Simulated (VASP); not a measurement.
Given:

```yaml
crystal:
  lattice:
    - [2.04150, -3.53597, 0.00000]
    - [2.04150, 3.53597, 0.00000]
    - [0.00000, 0.00000, 5.38804]
  atoms:
    - { symbol: Te, position: [0.33333, 0.66667, 0.25295] }
    - { symbol: Te, position: [0.66667, 0.33333, 0.74705] }
    - { symbol: Pt, position: [0.00000, 0.00000, 0.00000] }
```

Level of theory: PBE GGA, VASP's PBE PAW potentials (set 64) (plane waves; VASP). Run with 520 eV cut-off, 10×10×7 Γ-centred mesh, tetrahedra with Blöchl corrections, potentials Te Pt.

Unless said otherwise, spin-orbit coupling is left out, though it shifts the bands of the heavy elements here.

Question: Predict the energy per atom (σ→0), band gap (on the k-mesh) with the smallest direct gap where there is one.

Answer: 
```json
{
 "band gap (on the k-mesh)": "none (metal, semimetal or under 0.01 eV)",
 "energy per atom (σ→0)": "-436.5 kJ/mol of atoms"
}
```

The absolute energy has meaning only against runs of the same code, potentials and settings.

The compound is PtTe2 in the 1T layered structure. It was relaxed first, which changed the volume by +6 %.
